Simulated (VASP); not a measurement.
# AlP: quasiparticle gap under strain, part 2 of 4

Wanted: the deformation potential of the gap of AlP, from G0W0. The cell is of the zinc-blende type, one of the forms listed for this formula, which need not be the common one. The start is a cell from a database of measured crystal structures.

VASP 6.6.1, plane waves and PAW; the level of theory is named at each step.

So far, gap on the k-mesh (eV): step 3 (empty bands) 1.57.

The database entry behind the starting cell differs from later determinations by our own check (0.1 to 0.3 % short, probably kX units), so it need not match the best structure at ambient conditions.

## (4) G0W0

This step: G0W0 on PBE; plane waves and PAW (P_GW, Al_GW) (VASP 6.6.1).

One pass of GW corrects the levels to first order, with G and W from the starting orbitals.

INCAR reads:

```
SYSTEM = AlP
PREC = Accurate
ENCUT = 300
ISMEAR = 0
SIGMA = 0.01
LREAL = .FALSE.
GGA = PE
NBANDS = 176
ALGO = EVGW0
NELMGW = 1
ENCUTGW = 150
NOMEGA = 48
PRECFOCK = Fast
NBANDSGW = 16
LWAVE = .FALSE.
LCHARG = .FALSE.
```

POSCAR reads:

```
AlP
1.0
    0.0000000000      2.7255000000      2.7255000000
    2.7255000000      0.0000000000      2.7255000000
    2.7255000000      2.7255000000      0.0000000000
P Al
1 1
Direct
    0.7500000000      0.7500000000      0.7500000000
    0.0000000000      0.0000000000      0.0000000000
```

KPOINTS reads:

```
Automatic mesh
0
Gamma
6 6 6
0 0 0
```

The projector-augmented-wave data sets are P_GW and Al_GW (PBE family, release 64).

On the command line:

```console
$ mpirun -np 8 vasp_std
```

The log of the run:

```text
[banner, memory and clock lines left out]
running    8 mpi-ranks, on    1 nodes
 distrk:  each k-point on    8 cores,    1 groups
 distr:  one band on    1 cores,    8 groups

 POSCAR found type information on POSCAR P Al
 POSCAR found :  2 types and       2 ions
 [... a notice as in an earlier step ...]

|                                                                             |
|           W    W    AA    RRRRR   N    N  II  N    N   GGGG   !!!           |
|           W    W   A  A   R    R  NN   N  II  NN   N  G    G  !!!           |
|           W    W  A    A  R    R  N N  N  II  N N  N  G       !!!           |
|           W WW W  AAAAAA  RRRRR   N  N N  II  N  N N  G  GGG   !            |
|           WW  WW  A    A  R   R   N   NN  II  N   NN  G    G                |
|           W    W  A    A  R    R  N    N  II  N    N   GGGG   !!!           |
|                                                                             |
|     The default for ENCUTGWSOFT is different in this version of VASP.       |
|     please manually set ENCUTGWSOFT =150 in the INCAR file.                 |
|                                                                             |

 LDA part: xc-table for (Slater+PW92), standard interpolation
 found WAVECAR, reading the header
 POSCAR, INCAR and KPOINTS ok, starting setup
 FFT: planning ... GRIDC
 FFT: planning ... GRID_SOFT
 FFT: planning ... GRID
 reading WAVECAR
 the WAVECAR file was read successfully
 initial charge from wavefunction
 available memory per node:     27.13 GB, setting MAXMEM to     27779

 The Fermi energy was updated, please check that it is located mid-gap
 values below the HOMO (VB) or above the LUMO (CB) will cause erroneous energies
 E-fermi :   4.6956

 calculate exact exchange contribution
 the WAVEDER file was read successfully
energies w=
    0.000    0.000    0.610    0.000    1.217    0.000    1.820    0.000
    2.416    0.000    3.003    0.000    3.581    0.000    4.148    0.000
    4.705    0.000    5.251    0.000    5.788    0.000    6.316    0.000
    6.836    0.000    7.350    0.000    7.860    0.000    8.367    0.000
    8.873    0.000    9.379    0.000    9.890    0.000   10.406    0.000
   10.930    0.000   11.465    0.000   12.014    0.000   12.581    0.000
   13.170    0.000   13.785    0.000   14.432    0.000   15.116    0.000
   15.844    0.000   16.627    0.000   17.473    0.000   18.395    0.000
   19.410    0.000   20.538    0.000   21.803    0.000   23.240    0.000
   24.890    0.000   26.814    0.000   29.091    0.000   31.836    0.000
   35.217    0.000   39.487    0.000   45.053    0.000   52.607    0.000
   63.434    0.000   80.207    0.000  109.574    0.000  173.923    0.000
 responsefunction array rank=     176
 LDA part: xc-table for (Slater+PW92), standard interpolation

 min. memory requirement per mpi rank    173.8 MB, per node   1390.3 MB

 allocating   6 responsefunctions rank=   176
 shmem allocating  48 responsefunctions rank=   176
 response function shared by NCSHMEM nodes    1
 Doing            6  frequencies on each core in blocks of           48
NQ=   1    0.0000    0.0000    0.0000,
|.........|.........|.........|.........|.........|.........|.........|.........
 performed        387000 updates of chi_q(r,r)
 total number of BLAS operations         88.50 Gflops
NQ=   2    0.1667    0.0000    0.0000,
|.........|.........|.........|.........|.........|.........|.........|.........
 performed       1157000 updates of chi_q(r,r)
 total number of BLAS operations        268.70 Gflops
NQ=   3    0.3333    0.0000    0.0000,
|.........|.........|.........|.........|.........|.........|.........|.........
 performed       1927000 updates of chi_q(r,r)
 total number of BLAS operations        436.47 Gflops
NQ=   4    0.5000    0.0000    0.0000,
|.........|.........|.........|.........|.........|.........|.........|.........
 performed       2562000 updates of chi_q(r,r)
 total number of BLAS operations        579.88 Gflops
NQ=   5    0.1667    0.1667    0.0000,
|.........|.........|.........|.........|.........|.........|.........|.........
 performed       3332000 updates of chi_q(r,r)
 total number of BLAS operations        755.88 Gflops
NQ=   6    0.3333    0.1667    0.0000,
|.........|.........|.........|.........|.........|.........|.........|.........
 performed       4586000 updates of chi_q(r,r)
 total number of BLAS operations       1016.06 Gflops
NQ=   7    0.5000    0.1667    0.0000,
|.........|.........|.........|.........|.........|.........|.........|.........
 performed       5840000 updates of chi_q(r,r)
 total number of BLAS operations       1299.35 Gflops
NQ=   8   -0.3333    0.1667    0.0000,
|.........|.........|.........|.........|.........|.........|.........|.........
 performed       7094000 updates of chi_q(r,r)
 total number of BLAS operations       1575.93 Gflops
NQ=   9   -0.1667    0.1667    0.0000,
|.........|.........|.........|.........|.........|.........|.........|.........
 performed       8168000 updates of chi_q(r,r)
 total number of BLAS operations       1807.12 Gflops
NQ=  10    0.3333    0.3333    0.0000,
|.........|.........|.........|.........|.........|.........|.........|.........
 performed       8938000 updates of chi_q(r,r)
 total number of BLAS operations       1985.21 Gflops
NQ=  11    0.5000    0.3333    0.0000,
|.........|.........|.........|.........|.........|.........|.........|.........
 performed      10192000 updates of chi_q(r,r)
 total number of BLAS operations       2282.15 Gflops
NQ=  12   -0.3333    0.3333    0.0000,
|.........|.........|.........|.........|.........|.........|.........|.........
 performed      11266000 updates of chi_q(r,r)
 total number of BLAS operations       2536.44 Gflops
NQ=  13    0.5000    0.5000    0.0000,
|.........|.........|.........|.........|.........|.........|.........|.........
 performed      11822000 updates of chi_q(r,r)
 total number of BLAS operations       2671.18 Gflops
NQ=  14    0.5000    0.3333    0.1667,
|.........|.........|.........|.........|.........|.........|.........|.........
 performed      13245000 updates of chi_q(r,r)
 total number of BLAS operations       3004.20 Gflops
NQ=  15   -0.3333    0.3333    0.1667,
|.........|.........|.........|.........|.........|.........|.........|.........
 performed      14578000 updates of chi_q(r,r)
 total number of BLAS operations       3305.30 Gflops
NQ=  16   -0.3333    0.5000    0.1667,
|.........|.........|.........|.........|.........|.........|.........|.........
 performed      15658000 updates of chi_q(r,r)
 total number of BLAS operations       3560.92 Gflops
 resolving degeneracies of screened two electron integrals

 calculate QP shifts <psi_nk| G(iteration)W_0 |psi_nk>: iteration 1
 entering main loop
```

It took 2.5 min on 8 MPI ranks of Intel Xeon Platinum 8488C (Sapphire Rapids), shared host; peak memory 1.9 GiB; 18 min of CPU time.

From OUTCAR (step 4):

```text
The static configuration has the point symmetry T_d .

 Found     16 irreducible k-points:

   k-points           NKPTS =     16   k-points in BZ     NKDIM =    216   number of bands    NBANDS=    176

   NELECT =       8.0000    total number of electrons

 E-fermi :   4.6956

 QP shifts <psi_nk| G(iteration)W_0 |psi_nk>: iteration 1
 for sc-GW calculations column KS-energies equals QP-energies in previous step
 and V_xc(KS)=  KS-energies - (<T + V_ion + V_H > + <T+V_H+V_ion>^1  + <V_x>^1)
 k-point   1 :       0.0000    0.0000    0.0000
  band No.  KS-energies  QP-energies   sigma(KS)   V_xc(KS)     V^pw_x(r,r')   Z            occupation Imag(sigma)
      1      -7.6255      -8.2329     -11.9917     -11.0835     -18.4377       0.6687       2.0000       1.2567
      2       3.9108       3.2077     -12.8994     -11.9720     -13.9783       0.7582       2.0000       0.0452
      3       3.9108       3.2077     -12.8994     -11.9720     -13.9783       0.7582       2.0000       0.0452
      4       3.9108       3.2077     -12.8994     -11.9720     -13.9783       0.7582       2.0000       0.0452
      5       7.2535       7.5143      -9.8129     -10.1518      -5.6520       0.7695       0.0000      -0.0836
      6       8.4758       8.7894      -9.2610      -9.6731      -4.9305       0.7610       0.0000      -0.0931
      7       8.4758       8.7894      -9.2610      -9.6731      -4.9305       0.7610       0.0000      -0.0931
      8       8.4758       8.7894      -9.2610      -9.6731      -4.9305       0.7610       0.0000      -0.0931
    ...

 k-point   2 :       0.1667    0.0000    0.0000
  band No.  KS-energies  QP-energies   sigma(KS)   V_xc(KS)     V^pw_x(r,r')   Z            occupation Imag(sigma)
      1      -7.3206      -7.9178     -12.0594     -11.1660     -18.3956       0.6685       2.0000       1.2029
      2       2.0358       1.3019     -12.1611     -11.1710     -13.8140       0.7413       2.0000       0.0625
      3       3.6676       2.9566     -12.7749     -11.8350     -13.9212       0.7565       2.0000       0.0455
      4       3.6676       2.9566     -12.7749     -11.8350     -13.9212       0.7565       2.0000       0.0455
      5       7.5600       7.8355      -9.4592      -9.8175      -5.3081       0.7688       0.0000      -0.0845
      6       8.9122       9.2275      -9.3595      -9.7765      -4.8839       0.7562       0.0000      -0.1001
      7       8.9122       9.2275      -9.3595      -9.7765      -4.8839       0.7562       0.0000      -0.1001
      8       9.5988       9.8615     -10.0332     -10.3838      -5.3992       0.7492       0.0000      -0.1122
    ...

 k-point   3 :       0.3333    0.0000    0.0000
  band No.  KS-energies  QP-energies   sigma(KS)   V_xc(KS)     V^pw_x(r,r')   Z            occupation Imag(sigma)
      1      -6.5261      -7.1082     -12.3168     -11.4561     -18.3585       0.6764       2.0000       1.0573
      2      -0.4413      -1.2048     -11.5628     -10.4809     -14.3917       0.7057       2.0000       0.1528
      3       3.2947       2.5645     -12.6710     -11.7012     -13.9612       0.7529       2.0000       0.0484
      4       3.2947       2.5645     -12.6710     -11.7012     -13.9612       0.7529       2.0000       0.0484
      5       6.9820       7.2389      -9.3444      -9.6766      -5.3660       0.7735       0.0000      -0.0800
      6       8.9603       9.2526      -9.0887      -9.4738      -4.6054       0.7590       0.0000      -0.1018
      7       8.9603       9.2526      -9.0887      -9.4738      -4.6054       0.7590       0.0000      -0.1018
      8      11.8716      11.9903      -9.4301      -9.5918      -4.0323       0.7338       0.0000      -0.2233
    ...

[... 7 parts as in an earlier step ...]

[... 5 further parts left out ...]
```

Numbers from this step:

| Item | Value |
| --- | --- |
| quasiparticle gap on the mesh | 2.342 eV |
| smallest direct quasiparticle gap on the mesh | 4.307 eV |
| gap of the starting orbitals on the mesh | 1.570 eV |

GW takes the gap from 1.570 to 2.342 eV. The value holds for 176 bands, ENCUTGW = 150 eV and this mesh, and isn't shown to be converged in them.

## (5) Ground state of a strained cell, scale 0.94

This step: PBE; plane waves and PAW (P_GW, Al_GW) (VASP 6.6.1).

The volume is scaled by 0.94, at the same cutoff, mesh and band count, and the chain is run again.

INCAR reads:

```
SYSTEM = AlP
PREC = Accurate
ENCUT = 300
EDIFF = 1E-08
NELM = 100
ISMEAR = 0
SIGMA = 0.01
LREAL = .FALSE.
ALGO = Normal
GGA = PE
NBANDS = 10
LORBIT = 11
LWAVE = .TRUE.
LCHARG = .FALSE.
KPAR = 8
```

POSCAR reads:

```
AlP
1.0
    0.0000000000      2.6698619393      2.6698619393
    2.6698619393      0.0000000000      2.6698619393
    2.6698619393      2.6698619393      0.0000000000
P Al
1 1
Direct
    0.7500000000      0.7500000000      0.7500000000
    0.0000000000      0.0000000000      0.0000000000
```

KPOINTS is that of step 4.

On the command line:

```console
$ mpirun -np 8 vasp_std
```

The log of the run:

```text
[banner, memory and clock lines left out]
running    8 mpi-ranks, on    1 nodes
 distrk:  each k-point on    1 cores,    8 groups
 distr:  one band on    1 cores,    1 groups

 POSCAR found type information on POSCAR P Al
 POSCAR found :  2 types and       2 ions
 [... a notice as in an earlier step ...]

 LDA part: xc-table for (Slater+PW92), standard interpolation
 POSCAR, INCAR and KPOINTS ok, starting setup
 FFT: planning ... GRIDC
 FFT: planning ... GRID_SOFT
 FFT: planning ... GRID
 WAVECAR not read
 entering main loop
       N       E                     dE             d eps       ncg     rms          rms(c)
DAV:   1     0.763797116917E+01    0.76380E+01   -0.30217E+03   320   0.496E+02
DAV:   2    -0.100995903103E+02   -0.17738E+02   -0.16810E+02   528   0.867E+01
DAV:   3    -0.106523941529E+02   -0.55280E+00   -0.55209E+00   406   0.144E+01
DAV:   4    -0.106575787803E+02   -0.51846E-02   -0.51820E-02   452   0.185E+00
DAV:   5    -0.106577048560E+02   -0.12608E-03   -0.12607E-03   426   0.219E-01    0.330E+00
DAV:   6    -0.103285220500E+02    0.32918E+00   -0.62406E-01   376   0.329E+00    0.173E+00
DAV:   7    -0.102739049507E+02    0.54617E-01   -0.24123E-01   452   0.222E+00    0.577E-01
DAV:   8    -0.102738807401E+02    0.24211E-04   -0.13966E-02   380   0.681E-01    0.639E-02
DAV:   9    -0.102740769576E+02   -0.19622E-03   -0.69382E-04   410   0.178E-01    0.274E-02
DAV:  10    -0.102741325034E+02   -0.55546E-04   -0.78526E-05   404   0.542E-02    0.664E-03
DAV:  11    -0.102741376160E+02   -0.51126E-05   -0.22764E-05   382   0.255E-02    0.466E-03
DAV:  12    -0.102741375786E+02    0.37450E-07   -0.41133E-06   408   0.965E-03    0.310E-04
DAV:  13    -0.102741375626E+02    0.15948E-07   -0.15275E-07   402   0.261E-03    0.180E-04
DAV:  14    -0.102741375148E+02    0.47779E-07   -0.56282E-09   360   0.507E-04    0.709E-05
DAV:  15    -0.102741375067E+02    0.81238E-08   -0.80647E-10   206   0.157E-04
   1 F= -.10274138E+02 E0= -.10274138E+02  d E =-.478108E-21
 writing wavefunctions
```

Run time: 3 s. Hardware: 8 MPI ranks; peak memory 1 GiB; 17 s of CPU time.

OUTCAR, selected parts (step 5):

```text
   ENCUT  =  300.0 eV  22.05 Ry    4.70 a.u.   5.33  5.33  5.33*2*pi/ulx,y,z

   NELECT =       8.0000    total number of electrons

 E-fermi :   4.5153

 k-point     1 :       0.0000    0.0000    0.0000
  band No.  band energies     occupation
      1      -7.4540      2.00000
      2       4.4523      2.00000
      3       4.4523      2.00000
      4       4.4523      2.00000
      5       8.3317      0.00000
      6       9.1020      0.00000
      7       9.1020      0.00000
      8       9.1020      0.00000
      9      13.3416      0.00000
    ...

  Total        2.1630366      2.1630366      2.1630366     -0.0000000      0.0000000     -0.0000000
  in kB       91.0495992     91.0495992     91.0495992     -0.0000000      0.0000000     -0.0000000
  external PRESSURE =      91.0495992 kB  Pullay stress =       0.0000000 kB

 POSITION                                       TOTAL-FORCE (eV/Angst)
 -----------------------------------------------------------------------------------
      4.00479      4.00479      4.00479         0.000000      0.000000      0.000000
      0.00000      0.00000      0.00000        -0.000000     -0.000000     -0.000000
 -----------------------------------------------------------------------------------
    total drift:                                0.000001      0.000001      0.000001

  FREE ENERGIE OF THE ION-ELECTRON SYSTEM (eV)
  ---------------------------------------------------
  free  energy   TOTEN  =       -10.2741375067 eV

  energy  without entropy=      -10.2741375067  energy(sigma->0) =      -10.27413751

[... 4 parts as in an earlier step ...]

[... 12 further parts left out ...]
```

Numbers from this step:

| Item | Value |
| --- | --- |
| free energy (TOTEN) | -10.27 eV |
| Fermi energy | 4.515 eV |
| pressure | 9.105 GPa |
| gap on the k-mesh | 1.438 eV |
| least direct gap on the k-mesh | 3.683 eV |

The run ends at a pressure of 9.10 GPa.

## (6) Empty bands, scale 0.94

The empty bands are made again, for the run that follows.

INCAR reads:

```
SYSTEM = AlP
PREC = Accurate
ENCUT = 300
ISMEAR = 0
SIGMA = 0.01
LREAL = .FALSE.
GGA = PE
NBANDS = 176
ALGO = Exact
NELM = 1
LWAVE = .TRUE.
LCHARG = .FALSE.
LOPTICS = .TRUE.
NEDOS = 1000
CSHIFT = 0.1
```

POSCAR is that of step 5.

KPOINTS is that of step 5.

On the command line:

```console
$ mpirun -np 8 vasp_std
```

The log of the run:

```text
[... set-up lines as in an earlier step ...]
 entering main loop
       N       E                     dE             d eps       ncg     rms          rms(c)
DIA:   1    -0.102741375066E+02   -0.10274E+02    0.00000E+00     0   0.000E+00
   1 F= -.10274138E+02 E0= -.10274138E+02  d E =-.105116E-16
 writing wavefunctions
 optical routines
 imaginary and real dielectric function
 recalculating local potential from charge density
 direction            1
 direction            2
 direction            3
```

It took 3.4 s on 8 MPI ranks; peak memory 0.92 GiB; 20 s of CPU time.

From OUTCAR (step 6):

```text
  Total        2.1630958      2.1630958      2.1630958     -0.0000000      0.0000000     -0.0000000
  in kB       91.0520934     91.0520934     91.0520934     -0.0000000      0.0000000     -0.0000000
  external PRESSURE =      91.0520934 kB  Pullay stress =       0.0000000 kB

  FREE ENERGIE OF THE ION-ELECTRON SYSTEM (eV)
  ---------------------------------------------------
  free  energy   TOTEN  =       -10.2741375066 eV

  energy  without entropy=      -10.2741375066  energy(sigma->0) =      -10.27413751

[... 3 parts as in an earlier step ...]

[... 1 further part left out ...]
[key lines of the parts left out:]
E-fermi :   4.5068
```

(Continued in part 3 of 4.)

[Lines on the potential files, build, host, timing and source positions are cut from VASP's logs without a mark.]

[Logs are printed without paths, hosts, clocks, repeated set-up lines and the standing remarks that a program may print on its own settings, such as how far it seeks lower states.]

[Hosts, paths, dates, database ids (printed as entryN), source tags and the programs' standing remarks are cut or masked in the printed files.]

[Pressures printed for these runs are not shown converged in the cutoff: they can be off by several GPa and have the wrong sign.]

[In band tables of VASP the shares of atoms and orbitals are scaled to a sum of 1 inside the atoms' spheres.]
